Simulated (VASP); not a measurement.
## Gap of CdF2, level by level

Wanted: bands and gap of CdF2 from one functional after another. The levels: LDA, PBE, r2SCAN, TB-mBJ, SCAN, TPSS, HSE06, PBE-EpsX, PBE0, r2SCAN-EpsX, r2SCAN0, PBE + SOC, HSE06 + SOC and TB-mBJ + SOC. The start is a cell from a database of measured crystal structures.

Main program and level: VASP 6.6.1; LDA; plane waves and PAW (Cd, F), in the first sound run; inputs show where later runs differ.

This is a report of a sequence of runs, with most program output left out.

## Step 1: The starting structure

The structure is cubic, space group Fm-3m (No. 225). The conventional cell has a = 5.388 Å, b = 5.388 Å, c = 5.388 Å, α = 90.00°, β = 90.00°, γ = 90.00°. Nearest to Cd lie 8 F at 2.33 Å. F has 4 Cd at 2.33 Å nearest. Farther neighbours and most contacts between anions are not listed.

## Step 2: Bands with LDA, k 5×5×5

Levels along the symmetry lines show where the bands peak and cross; KPOINTS_OPT computes them in the converged potential. LDA, the lowest rung, knows the local density alone.

INCAR reads:

```
SYSTEM = CdF2
PREC = Accurate
ENCUT = 520
EDIFF = 1E-06
NELM = 100
ISMEAR = 0
SIGMA = 0.02
LREAL = .FALSE.
ALGO = Normal
GGA = CA
NBANDS = 26
LORBIT = 11
LWAVE = .FALSE.
LCHARG = .FALSE.
KPAR = 4
```

POSCAR reads:

```
CdF2
1.0
    0.0000000000      2.6940000000      2.6940000000
    2.6940000000      0.0000000000      2.6940000000
    2.6940000000      2.6940000000      0.0000000000
Cd F
1 2
Direct
    0.0000000000      0.0000000000      0.0000000000
    0.2500000000      0.2500000000      0.2500000000
    0.7500000000      0.7500000000      0.7500000000
```

KPOINTS reads:

```
Automatic mesh
0
Gamma
5 5 5
0 0 0
```

KPOINTS_OPT reads:

```
Line mode
16
Line-mode
Reciprocal
  0.00000000   0.00000000   0.00000000 GAMMA
  0.50000000   0.00000000   0.50000000 X

  0.50000000   0.00000000   0.50000000 X
  0.50000000   0.25000000   0.75000000 W

  0.50000000   0.25000000   0.75000000 W
  0.37500000   0.37500000   0.75000000 K

  0.37500000   0.37500000   0.75000000 K
  0.00000000   0.00000000   0.00000000 GAMMA

  0.00000000   0.00000000   0.00000000 GAMMA
  0.50000000   0.50000000   0.50000000 L

  0.50000000   0.50000000   0.50000000 L
  0.62500000   0.25000000   0.62500000 U

  0.62500000   0.25000000   0.62500000 U
  0.50000000   0.25000000   0.75000000 W

  0.50000000   0.25000000   0.75000000 W
  0.50000000   0.50000000   0.50000000 L

  0.50000000   0.50000000   0.50000000 L
  0.37500000   0.37500000   0.75000000 K

  0.62500000   0.25000000   0.62500000 U
  0.50000000   0.00000000   0.50000000 X
```

Potentials, in the order of the species: Cd and F (PBE family, release 64).

Started as:

```console
$ mpirun -np 4 vasp_std
```

Elapsed: 29 s, on 4 MPI ranks of AMD EPYC 7R43, shared host; peak memory 0.52 GiB; 1.8 min of CPU time.

Spin-orbit coupling is off here; it would split degenerate levels. The PAW data sets were made with PBE, though LDA sets exist; this is a small mismatch. At this level the cell is under a tension of 4.8 GPa, so at these settings it is away from equilibrium.

Numbers from this step:

```
SCF cycles                        : 13
electrons                         : 26
bands                             : 26
irreducible k-points              : 10
symmetry operations               : 48
free energy (TOTEN)               : -12.81 eV
Fermi energy                      : -1.616 eV
pressure                          : -4.750 GPa
metallic                          : no
least gap on mesh and path        : 2.796 eV
least direct gap on mesh and path : 3.268 eV
valence top at k                  : 0.5, 0.25, 0.75
conduction bottom at k            : 0, 0, 0
least direct gap at k             : 0, 0, 0
```

Electronic bands along the path, in eV, zero at the valence-band top; v1 is the highest filled band, c1 the lowest empty one:

```csv
point,v4,v3,v2,v1,c1,c2
Γ,-1.01,-0.47,-0.47,-0.47,2.80,12.31
0.47 of the way,-1.78,-0.49,-0.34,-0.34,4.83,10.39
X,-3.06,-0.52,-0.09,-0.09,7.75,9.34
0.47 of the way,-2.62,-0.57,-0.50,-0.05,7.78,9.86
W,-1.57,-1.57,-0.62,0.00,7.83,11.07
0.53 of the way,-2.11,-1.10,-0.53,-0.07,7.76,10.65
K,-2.35,-0.99,-0.36,-0.20,7.71,10.43
0.47 of the way,-1.53,-1.24,-0.42,-0.40,5.59,10.17
Γ,-1.01,-0.47,-0.47,-0.47,2.80,12.31
0.47 of the way,-1.36,-1.05,-0.44,-0.44,4.52,10.57
L,-1.91,-1.91,-0.38,-0.38,6.95,8.79
0.47 of the way,-2.10,-1.54,-0.41,-0.32,7.19,9.24
U,-2.35,-0.99,-0.36,-0.20,7.71,10.43
0.47 of the way,-2.11,-1.10,-0.53,-0.07,7.76,10.65
W,-1.57,-1.57,-0.62,0.00,7.83,11.07
0.47 of the way,-1.90,-1.53,-0.48,-0.21,7.36,9.55
L,-1.91,-1.91,-0.38,-0.38,6.95,8.79
0.53 of the way,-2.16,-1.47,-0.40,-0.31,7.26,9.37
K,-2.35,-0.99,-0.36,-0.20,7.71,10.43
jump to U,-2.35,-0.99,-0.36,-0.20,7.71,10.43
0.47 of the way,-2.71,-0.60,-0.26,-0.12,7.77,9.68
X,-3.06,-0.52,-0.09,-0.09,7.75,9.34
```

The largest weight of each band there:

```csv
point,v4,v3,v2,v1,c1,c2
Γ,F 0.98,F 0.64,F 0.64,F 0.64,Cd 0.75,Cd 0.99
X,F 0.93,F 1.00,F 0.86,F 0.86,Cd 0.69,Cd 0.74
W,F 0.80,F 0.80,F 1.00,F 0.87,Cd 0.65,F 0.71
K,F 0.61,F 0.95,F 0.92,F 0.83,Cd 0.65,Cd 0.65
Γ,F 0.98,F 0.64,F 0.64,F 0.64,Cd 0.75,Cd 0.99
L,F 0.96,F 0.96,F 0.71,F 0.71,Cd 0.58,F 0.65
```

The gap is 2.80 eV, indirect, from W to Γ.

## Step 3: Bands with PBE, k 5×5×5

This step: PBE; plane waves and PAW (Cd, F) (VASP 6.6.1).

PBE, the usual starting point, adds the gradient of the density.

INCAR: that of step 2 with these lines changed.

```diff
@@ -9,3 +9,3 @@
 ALGO = Normal
-GGA = CA
+GGA = PE
 NBANDS = 26
```

POSCAR is that of step 2.

KPOINTS is that of step 2.

KPOINTS_OPT is that of step 2.

Started as:

```console
$ mpirun -np 4 vasp_std
```

Wall time 31 s (4 MPI ranks); peak memory 0.55 GiB; 2 min of CPU time.

At this level the cell is under a pressure of 6.2 GPa, so at these settings it is away from equilibrium.

This step gave:

* SCF cycles: 14
* free energy (TOTEN): -10.86 eV
* Fermi energy: -1.251 eV
* pressure: 6.200 GPa
* least gap on mesh and path: 3.068 eV
* least direct gap on mesh and path: 3.567 eV

Electronic bands along the path, in eV, zero at the valence-band top; v1 is the highest filled band, c1 the lowest empty one:

```csv
point,v4,v3,v2,v1,c1,c2
Γ,-0.97,-0.50,-0.50,-0.50,3.07,12.70
0.47 of the way,-1.74,-0.50,-0.34,-0.34,5.07,10.79
X,-2.96,-0.50,-0.09,-0.09,8.00,9.65
0.47 of the way,-2.55,-0.54,-0.48,-0.05,8.03,10.17
W,-1.53,-1.53,-0.59,0.00,8.07,11.51
0.53 of the way,-2.07,-1.06,-0.51,-0.07,8.00,10.97
K,-2.32,-0.95,-0.34,-0.20,7.96,10.74
0.47 of the way,-1.48,-1.23,-0.43,-0.39,5.82,10.56
Γ,-0.97,-0.50,-0.50,-0.50,3.07,12.70
0.47 of the way,-1.32,-1.03,-0.46,-0.46,4.76,10.97
L,-1.84,-1.84,-0.40,-0.40,7.17,9.16
0.47 of the way,-2.04,-1.48,-0.41,-0.33,7.43,9.61
U,-2.32,-0.95,-0.34,-0.20,7.96,10.74
0.47 of the way,-2.07,-1.06,-0.51,-0.07,8.00,10.97
W,-1.53,-1.53,-0.59,0.00,8.07,11.51
0.47 of the way,-1.83,-1.49,-0.48,-0.22,7.60,9.93
L,-1.84,-1.84,-0.40,-0.40,7.17,9.16
0.53 of the way,-2.10,-1.42,-0.40,-0.32,7.50,9.74
K,-2.32,-0.95,-0.34,-0.20,7.96,10.74
jump to U,-2.32,-0.95,-0.34,-0.20,7.96,10.74
0.47 of the way,-2.67,-0.57,-0.25,-0.12,8.02,10.00
X,-2.96,-0.50,-0.09,-0.09,8.00,9.65
```

The largest weight of each band there:

```csv
point,v4,v3,v2,v1,c1,c2
Γ,F 0.98,F 0.65,F 0.65,F 0.65,Cd 0.76,Cd 0.99
X,F 0.93,F 1.00,F 0.87,F 0.87,Cd 0.69,Cd 0.74
W,F 0.82,F 0.82,F 1.00,F 0.87,Cd 0.66,F 0.69
K,F 0.65,F 0.95,F 0.93,F 0.84,Cd 0.66,Cd 0.66
Γ,F 0.98,F 0.65,F 0.65,F 0.65,Cd 0.76,Cd 0.99
L,F 0.96,F 0.96,F 0.73,F 0.73,Cd 0.60,F 0.63
```

The gap is 3.07 eV, indirect, from W to Γ. Against LDA that is +0.27 eV; the cost is about the same.

## Step 4: Bands with r2SCAN, k 5×5×5

This step: r2SCAN; plane waves and PAW (Cd, F) (VASP 6.6.1).

r2SCAN adds the kinetic-energy density, costs more than a GGA and is run with LASPH.

INCAR: that of step 3 with these lines changed.

```diff
@@ -9,3 +9,4 @@
 ALGO = Normal
-GGA = PE
+METAGGA = R2SCAN
+LASPH = .TRUE.
 NBANDS = 26
```

POSCAR is that of step 3.

KPOINTS is that of step 3.

KPOINTS_OPT is that of step 3.

Started as:

```console
$ mpirun -np 4 vasp_std
```

Elapsed: 2.4 min, on 4 MPI ranks; peak memory 0.57 GiB.

The PAW data sets were made with PBE, which is usual practice but a small mismatch for other functionals.

Electronic bands along the path, in eV, zero at the valence-band top; v1 is the highest filled band, c1 the lowest empty one:

```csv
point,v4,v3,v2,v1,c1,c2
Γ,-0.99,-0.50,-0.50,-0.50,3.75,13.61
0.47 of the way,-1.75,-0.50,-0.34,-0.34,5.76,11.49
X,-2.97,-0.51,-0.09,-0.09,8.88,10.55
0.47 of the way,-2.56,-0.56,-0.48,-0.05,8.91,11.07
W,-1.53,-1.53,-0.61,0.00,8.94,11.87
0.53 of the way,-2.07,-1.07,-0.53,-0.07,8.87,11.65
K,-2.32,-0.96,-0.35,-0.20,8.82,11.58
0.47 of the way,-1.50,-1.21,-0.44,-0.40,6.53,11.21
Γ,-0.99,-0.50,-0.50,-0.50,3.75,13.61
0.47 of the way,-1.33,-1.02,-0.46,-0.46,5.42,11.67
L,-1.85,-1.85,-0.40,-0.40,7.99,9.70
0.47 of the way,-2.05,-1.49,-0.41,-0.34,8.26,10.15
U,-2.32,-0.96,-0.35,-0.20,8.82,11.58
0.47 of the way,-2.07,-1.07,-0.53,-0.07,8.87,11.65
W,-1.53,-1.53,-0.61,0.00,8.94,11.87
0.47 of the way,-1.84,-1.49,-0.49,-0.22,8.44,10.47
L,-1.85,-1.85,-0.40,-0.40,7.99,9.70
0.53 of the way,-2.11,-1.43,-0.41,-0.32,8.33,10.29
K,-2.32,-0.96,-0.35,-0.20,8.82,11.58
jump to U,-2.32,-0.96,-0.35,-0.20,8.82,11.58
0.47 of the way,-2.67,-0.58,-0.25,-0.13,8.89,10.89
X,-2.97,-0.51,-0.09,-0.09,8.88,10.55
```

The largest weight of each band there:

```csv
point,v4,v3,v2,v1,c1,c2
Γ,F 0.98,F 0.64,F 0.64,F 0.64,Cd 0.77,Cd 0.99
X,F 0.94,F 1.00,F 0.87,F 0.87,Cd 0.72,Cd 0.75
W,F 0.82,F 0.82,F 1.00,F 0.87,Cd 0.69,F 0.70
K,F 0.64,F 0.95,F 0.92,F 0.83,Cd 0.69,F 0.67
Γ,F 0.98,F 0.64,F 0.64,F 0.64,Cd 0.77,Cd 0.99
L,F 0.96,F 0.96,F 0.72,F 0.72,Cd 0.62,F 0.64
```

The gap is 3.75 eV, indirect, from W to Γ. Against LDA that is +0.95 eV; this run took 4.9 times the core time.

## Step 5: Bands with TB-mBJ, k 5×5×5

This step: TB-mBJ; plane waves and PAW (Cd, F) (VASP 6.6.1).

TB-mBJ is a local potential fitted to gaps: it costs far less than a hybrid but gives no energy.

INCAR: that of step 4 with these lines changed.

```diff
@@ -4,3 +4,3 @@
 EDIFF = 1E-06
-NELM = 100
+NELM = 150
 ISMEAR = 0
@@ -9,3 +9,3 @@
 ALGO = Normal
-METAGGA = R2SCAN
+METAGGA = MBJ
 LASPH = .TRUE.
```

POSCAR is that of step 4.

KPOINTS is that of step 4.

KPOINTS_OPT is that of step 4.

Started as:

```console
$ mpirun -np 4 vasp_std
```

It took 73 s on 4 MPI ranks; peak memory 0.51 GiB.

This functional is a potential without an energy, so its energies, forces and stress mean nothing and are not read.

Electronic bands along the path, in eV, zero at the valence-band top; v1 is the highest filled band, c1 the lowest empty one:

```csv
point,v4,v3,v2,v1,c1,c2
Γ,-0.86,-0.42,-0.42,-0.42,6.62,16.57
0.47 of the way,-1.47,-0.44,-0.28,-0.28,8.32,14.71
X,-2.43,-0.49,-0.07,-0.07,11.34,13.12
0.47 of the way,-2.10,-0.53,-0.38,-0.04,11.35,13.60
W,-1.23,-1.23,-0.57,0.00,11.37,15.10
0.53 of the way,-1.68,-0.87,-0.48,-0.06,11.30,14.38
K,-1.88,-0.81,-0.31,-0.16,11.26,14.16
0.47 of the way,-1.28,-0.90,-0.36,-0.35,8.99,14.39
Γ,-0.86,-0.42,-0.42,-0.42,6.62,16.57
0.47 of the way,-1.14,-0.76,-0.38,-0.38,7.98,14.82
L,-1.57,-1.57,-0.32,-0.32,10.34,12.77
0.47 of the way,-1.70,-1.23,-0.35,-0.27,10.63,13.22
U,-1.88,-0.81,-0.31,-0.16,11.26,14.16
0.47 of the way,-1.68,-0.87,-0.48,-0.06,11.30,14.38
W,-1.23,-1.23,-0.57,0.00,11.37,15.10
0.47 of the way,-1.50,-1.22,-0.43,-0.18,10.83,13.54
L,-1.57,-1.57,-0.32,-0.32,10.34,12.77
0.53 of the way,-1.69,-1.18,-0.35,-0.26,10.71,13.35
K,-1.88,-0.81,-0.31,-0.16,11.26,14.16
jump to U,-1.88,-0.81,-0.31,-0.16,11.26,14.16
0.47 of the way,-2.19,-0.54,-0.20,-0.10,11.34,13.44
X,-2.43,-0.49,-0.07,-0.07,11.34,13.12
```

The largest weight of each band there:

```csv
point,v4,v3,v2,v1,c1,c2
Γ,F 0.99,F 0.64,F 0.64,F 0.64,Cd 0.80,Cd 0.99
X,Cd 0.50,F 1.00,F 0.85,F 0.85,Cd 0.76,Cd 0.76
W,F 0.82,F 0.82,F 1.00,F 0.86,Cd 0.75,Cd 0.67
K,F 0.68,F 0.96,F 0.91,F 0.82,Cd 0.75,Cd 0.70
Γ,F 0.99,F 0.64,F 0.64,F 0.64,Cd 0.80,Cd 0.99
L,F 0.97,F 0.97,F 0.72,F 0.72,Cd 0.70,F 0.51
```

The gap is 6.62 eV, indirect, from W to Γ. Against LDA that is +3.82 eV; this run took 2.5 times the core time.

## Step 6: Bands with SCAN, k 5×5×5

This step: SCAN; plane waves and PAW (Cd, F) (VASP 6.6.1).

SCAN adds the kinetic-energy density; it is numerically more delicate than r2SCAN.

INCAR: that of step 5 with these lines changed.

```diff
@@ -4,3 +4,3 @@
 EDIFF = 1E-06
-NELM = 150
+NELM = 100
 ISMEAR = 0
@@ -9,3 +9,3 @@
 ALGO = Normal
-METAGGA = MBJ
+METAGGA = SCAN
 LASPH = .TRUE.
```

POSCAR is that of step 5.

KPOINTS is that of step 5.

KPOINTS_OPT is that of step 5.

Started as:

```console
$ mpirun -np 4 vasp_std
```

The job ended after 2.5 min (4 MPI ranks; peak memory 0.54 GiB).

Electronic bands along the path, in eV, zero at the valence-band top; v1 is the highest filled band, c1 the lowest empty one:

```csv
point,v4,v3,v2,v1,c1,c2
Γ,-0.99,-0.50,-0.50,-0.50,3.64,13.47
0.47 of the way,-1.75,-0.50,-0.34,-0.34,5.66,11.38
X,-2.98,-0.52,-0.09,-0.09,8.76,10.43
0.47 of the way,-2.56,-0.56,-0.48,-0.05,8.80,10.95
W,-1.53,-1.53,-0.61,0.00,8.83,11.79
0.53 of the way,-2.07,-1.07,-0.53,-0.07,8.76,11.57
K,-2.32,-0.96,-0.35,-0.20,8.71,11.50
0.47 of the way,-1.50,-1.22,-0.43,-0.40,6.43,11.10
Γ,-0.99,-0.50,-0.50,-0.50,3.64,13.47
0.47 of the way,-1.33,-1.02,-0.46,-0.46,5.32,11.56
L,-1.86,-1.86,-0.40,-0.40,7.88,9.60
0.47 of the way,-2.06,-1.49,-0.41,-0.33,8.15,10.06
U,-2.32,-0.96,-0.35,-0.20,8.71,11.50
0.47 of the way,-2.07,-1.07,-0.53,-0.07,8.76,11.57
W,-1.53,-1.53,-0.61,0.00,8.83,11.79
0.47 of the way,-1.85,-1.49,-0.49,-0.22,8.33,10.38
L,-1.86,-1.86,-0.40,-0.40,7.88,9.60
0.53 of the way,-2.11,-1.43,-0.41,-0.32,8.23,10.20
K,-2.32,-0.96,-0.35,-0.20,8.71,11.50
jump to U,-2.32,-0.96,-0.35,-0.20,8.71,11.50
0.47 of the way,-2.67,-0.59,-0.25,-0.13,8.78,10.78
X,-2.98,-0.52,-0.09,-0.09,8.76,10.43
```

The largest weight of each band there:

```csv
point,v4,v3,v2,v1,c1,c2
Γ,F 0.98,F 0.64,F 0.64,F 0.64,Cd 0.77,Cd 0.99
X,F 0.94,F 1.00,F 0.86,F 0.86,Cd 0.72,Cd 0.75
W,F 0.82,F 0.82,F 1.00,F 0.87,Cd 0.69,F 0.70
K,F 0.64,F 0.95,F 0.92,F 0.83,Cd 0.69,F 0.67
Γ,F 0.98,F 0.64,F 0.64,F 0.64,Cd 0.77,Cd 0.99
L,F 0.96,F 0.96,F 0.72,F 0.72,Cd 0.63,F 0.63
```

The gap is 3.64 eV, indirect, from W to Γ. Against LDA that is +0.84 eV; this run took 5.2 times the core time.

## Step 7: Bands with TPSS, k 5×5×5

This step: TPSS; plane waves and PAW (Cd, F) (VASP 6.6.1).

TPSS is an older meta-GGA.

INCAR: that of step 6 with these lines changed.

```diff
@@ -9,3 +9,3 @@
 ALGO = Normal
-METAGGA = SCAN
+METAGGA = TPSS
 LASPH = .TRUE.
```

POSCAR is that of step 6.

KPOINTS is that of step 6.

KPOINTS_OPT is that of step 6.

Started as:

```console
$ mpirun -np 4 vasp_std
```

It took 2.6 min on 4 MPI ranks; peak memory 0.54 GiB.

At this level the cell is under a pressure of 3.2 GPa, so at these settings it is away from equilibrium.

The electronic bands at the labelled points (eV, zero at the valence-band top; v1 is the highest filled band, c1 the lowest empty one):

```csv
point,v4,v3,v2,v1,c1,c2
Γ,-1.00,-0.47,-0.47,-0.47,3.34,13.06
0.47 of the way,-1.75,-0.49,-0.33,-0.33,5.34,11.20
X,-3.00,-0.53,-0.09,-0.09,8.33,9.92
0.47 of the way,-2.58,-0.57,-0.49,-0.05,8.36,10.44
W,-1.54,-1.54,-0.62,0.00,8.40,11.98
0.53 of the way,-2.08,-1.08,-0.53,-0.07,8.33,11.25
K,-2.30,-0.97,-0.36,-0.20,8.28,11.02
0.47 of the way,-1.51,-1.19,-0.42,-0.40,6.10,10.98
Γ,-1.00,-0.47,-0.47,-0.47,3.34,13.06
0.47 of the way,-1.34,-1.01,-0.44,-0.44,5.02,11.38
L,-1.88,-1.88,-0.38,-0.38,7.47,9.56
0.47 of the way,-2.07,-1.51,-0.40,-0.32,7.73,10.01
U,-2.30,-0.97,-0.36,-0.20,8.28,11.02
0.47 of the way,-2.08,-1.08,-0.53,-0.07,8.33,11.25
W,-1.54,-1.54,-0.62,0.00,8.40,11.98
0.47 of the way,-1.86,-1.50,-0.48,-0.21,7.90,10.33
L,-1.88,-1.88,-0.38,-0.38,7.47,9.56
0.53 of the way,-2.12,-1.45,-0.40,-0.31,7.80,10.14
K,-2.30,-0.97,-0.36,-0.20,8.28,11.02
jump to U,-2.30,-0.97,-0.36,-0.20,8.28,11.02
0.47 of the way,-2.66,-0.60,-0.25,-0.12,8.34,10.26
X,-3.00,-0.53,-0.09,-0.09,8.33,9.92
```

The largest weight of each band there:

```csv
point,v4,v3,v2,v1,c1,c2
Γ,F 0.98,F 0.63,F 0.63,F 0.63,Cd 0.76,Cd 0.99
X,F 0.94,F 1.00,F 0.86,F 0.86,Cd 0.70,Cd 0.74
W,F 0.80,F 0.80,F 1.00,F 0.86,Cd 0.67,Cd 0.62
K,F 0.62,F 0.95,F 0.92,F 0.82,Cd 0.67,Cd 0.66
Γ,F 0.98,F 0.63,F 0.63,F 0.63,Cd 0.76,Cd 0.99
L,F 0.96,F 0.96,F 0.71,F 0.71,Cd 0.60,F 0.62
```

The gap is 3.34 eV, indirect, from W to Γ. Against LDA that is +0.55 eV; this run took 5.5 times the core time.

## Step 8: Starting orbitals for the hybrid with PBE, k 5×5×5

This step: PBE; plane waves and PAW (Cd, F) (VASP 6.6.1).

A hybrid converges badly from random orbitals, so a cheap semilocal run writes a WAVECAR on the same mesh first.

INCAR reads:

```
SYSTEM = CdF2
PREC = Accurate
ENCUT = 520
EDIFF = 1E-05
NELM = 100
ISMEAR = 0
SIGMA = 0.02
LREAL = .FALSE.
ALGO = Normal
GGA = PE
NBANDS = 19
LORBIT = 11
LWAVE = .TRUE.
LCHARG = .FALSE.
KPAR = 4
```

POSCAR is that of step 7.

KPOINTS is that of step 7.

Started as:

```console
$ mpirun -np 4 vasp_std
```

Elapsed: 7.6 s, on 4 MPI ranks; peak memory 0.46 GiB.

The gap is read on the k-mesh alone, so it is an upper bound where the band edges lie off the mesh.

A gap read on the k-mesh alone can miss the band edges.

This step gave:

* SCF cycles: 13
* bands: 19
* free energy (TOTEN): -10.86 eV
* Fermi energy: -1.25 eV
* pressure: 6.231 GPa
* valence top at k: -0.4, 0.4, 0.2
* gap on the k-mesh: 3.150 eV
* least direct gap on the k-mesh: 3.567 eV

(Continued in part 2 of 3.)

[Lines on the potential files, build, host, timing and source positions are cut from VASP's logs without a mark.]

[Logs are printed without paths, hosts, clocks, repeated set-up lines and the standing remarks that a program may print on its own settings, such as how far it seeks lower states.]

[Hosts, paths, dates, database ids (printed as entryN), source tags and the programs' standing remarks are cut or masked in the printed files.]

[Measured values are set beside computed ones only where the two were judged alike; some that the calculation misses by far are left out.]
